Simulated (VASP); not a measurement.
Method: PBEsol GGA with spin-orbit coupling, VASP's PBE PAW potentials (set 64) (plane waves; VASP).

VASP ran on this input.

POSCAR:
```
KTaO3
1.0
  3.9900000000   0.0000000000   0.0000000000
  0.0000000000   3.9900000000   0.0000000000
  0.0000000000   0.0000000000   3.9900000000
K Ta O
1 1 3
Cart
  0.0000000000   0.0000000000   0.0000000000
  1.9950000000   1.9950000000   1.9950000000
  1.9950000000   0.0000000000   1.9950000000
  0.0000000000   1.9950000000   1.9950000000
  1.9950000000   1.9950000000   0.0000000000
```

File KPOINTS_OPT:
```
k-points along high-symmetry lines
8
Line-mode
Reciprocal
  0.000000   0.000000   0.000000 ! GAMMA
  0.000000   0.500000   0.000000 ! X

  0.000000   0.500000   0.000000 ! X
  0.500000   0.500000   0.000000 ! M

  0.500000   0.500000   0.000000 ! M
  0.000000   0.000000   0.000000 ! GAMMA

  0.000000   0.000000   0.000000 ! GAMMA
  0.500000   0.500000   0.500000 ! R

  0.500000   0.500000   0.500000 ! R
  0.000000   0.500000   0.000000 ! X

  0.500000   0.500000   0.500000 ! R
  0.500000   0.500000   0.000000 ! M
```

**INCAR**
```
SIGMA  =  0.05
GGA_COMPAT  =  .FALSE.
LCHARG  =  .FALSE.
PREC  =  Accurate
LASPH  =  .TRUE.   # aspherical one-centre terms
EDIFF  =  1E-6
SYSTEM  =  KTaO3
LREAL  =  .FALSE.   # projection in real space or not
GGA  =  PS   # PBEsol
ALGO  =  Normal   # blocked Davidson
ENCUT  =  520   # plane-wave cut-off (eV)
MAGMOM  =  15*0
LWAVE  =  .FALSE.
LMAXMIX  =  6   # l cut-off of mixed one-centre charges
NELM  =  100
LSORBIT  =  .TRUE.
ISMEAR  =  0   # Gaussian
```

KPOINTS:
```
Automatic mesh
0
Gamma
5 5 5
0 0 0
```

POTCAR, in this order: K_sv Ta_pv O (PBE.64 set). Program: vasp_ncl.

Predict the energy per atom (σ→0), band gap (over mesh and band path).

```
Quantity                                     Value
----------------------------------  --------------
energy per atom (σ→0)               -8.705 eV/atom
band gap (over mesh and band path)         1.91 eV
```

OSZICAR:
```
...
DAV:  13    -0.435250429764E+02   -0.11177E-04   -0.16973E-05  1248   0.304E-02    0.672E-03
DAV:  14    -0.435250429806E+02   -0.42282E-08   -0.79367E-07   700   0.626E-03
   1 F= -.43525043E+02 E0= -.43525043E+02  d E =-.134990E-22  mag=    -0.0000    -0.0000    -0.0000
       N       E                     dE             ncg
       N       E                     dE             ncg
       N       E                     dE             ncg
       N       E                     dE             ncg
       N       E                     dE             ncg
```

The compound is KTaO3 in the cubic perovskite structure. The cell was not relaxed at this level.
